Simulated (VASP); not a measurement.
Method: PBE GGA, VASP's PBE PAW potentials (set 64) (plane waves; VASP).

VASP ran on this input.

### KPOINTS
```
Automatic mesh
0
Gamma
8 8 8
0 0 0
```

### POSCAR
```
LiCl
1.0
  0.0000000000   2.5700000000   2.5700000000
  2.5700000000   0.0000000000   2.5700000000
  2.5700000000   2.5700000000   0.0000000000
Li Cl
1 1
Direct
  0.0000000000   0.0000000000   0.0000000000
  0.5000000000   0.5000000000   0.5000000000
```

### INCAR
```
EDIFF  =  1E-6   ! SCF stop (eV)
GGA  =  PE   ! PBE
ALGO  =  Normal   ! blocked Davidson
ISMEAR  =  0
SIGMA  =  0.05   ! width (eV)
NELM  =  100   ! most electronic steps
LWAVE  =  .FALSE.
PREC  =  Accurate
SYSTEM  =  LiCl
LASPH  =  .TRUE.   ! aspherical one-centre terms
LCHARG  =  .TRUE.
ENCUT  =  520   ! plane-wave cut-off (eV)
LREAL  =  .FALSE.
```

POTCAR, in this order: Li_sv Cl (PBE.64 set). Program: vasp_std.

Output

OSZICAR:
```
       N       E                     dE             d eps       ncg     rms          rms(c)
DAV:   1     0.456334907579E+02    0.45633E+02   -0.42749E+03   522   0.102E+03
DAV:   2    -0.528678470622E+01   -0.50920E+02   -0.49225E+02   720   0.163E+02
DAV:   3    -0.739214902400E+01   -0.21054E+01   -0.21035E+01   631   0.398E+01
DAV:   4    -0.745095932899E+01   -0.58810E-01   -0.58710E-01   825   0.625E+00
DAV:   5    -0.745142046138E+01   -0.46113E-03   -0.46112E-03   675   0.546E-01    0.238E+00
DAV:   6    -0.737992042758E+01    0.71500E-01   -0.17537E-01   591   0.244E+00    0.171E+00
DAV:   7    -0.738168517813E+01   -0.17648E-02   -0.57945E-02   745   0.156E+00    0.922E-01
DAV:   8    -0.738605801832E+01   -0.43728E-02   -0.87894E-03   589   0.797E-01    0.140E-01
DAV:   9    -0.738604893491E+01    0.90834E-05   -0.31591E-04   698   0.160E-01    0.426E-02
DAV:  10    -0.738611436478E+01   -0.65430E-04   -0.11439E-04   563   0.976E-02    0.226E-02
DAV:  11    -0.738612068532E+01   -0.63205E-05   -0.58212E-06   758   0.231E-02    0.523E-03
DAV:  12    -0.738612222183E+01   -0.15365E-05   -0.42297E-07   540   0.605E-03    0.327E-03
DAV:  13    -0.738612154726E+01    0.67457E-06   -0.14820E-07   271   0.349E-03
   1 F= -.73861215E+01 E0= -.73861215E+01  d E =-.419784E-18
```

File OUTCAR:
```
------------------------ aborting loop because EDIFF is reached ----------------------------------------
  FORCE on cell =-STRESS in cart. coord.  units (eV):
  Direction    XX          YY          ZZ          XY          YZ          ZX
  --------------------------------------------------------------------------------------
  Total        0.0183911      0.0183911      0.0183911      0.0000000      0.0000000     -0.0000000
  in kB        0.8679406      0.8679406      0.8679406      0.0000000      0.0000000     -0.0000000
  external PRESSURE =       0.8679406 kB  Pullay stress =       0.0000000 kB
  volume of cell :       33.95
      direct lattice vectors                 reciprocal lattice vectors
     0.000000000  2.570000000  2.570000000    -0.194552529  0.194552529  0.194552529
     2.570000000  0.000000000  2.570000000     0.194552529 -0.194552529  0.194552529
     2.570000000  2.570000000  0.000000000     0.194552529  0.194552529 -0.194552529
  FREE ENERGIE OF THE ION-ELECTRON SYSTEM (eV)
  ---------------------------------------------------
  free  energy   TOTEN  =        -7.3861215473 eV

  energy  without entropy=       -7.3861215473  energy(sigma->0) =       -7.38612155
```
(Selected blocks of OUTCAR.)

The compound is LiCl in the rock salt structure. The cell was not relaxed at this level.
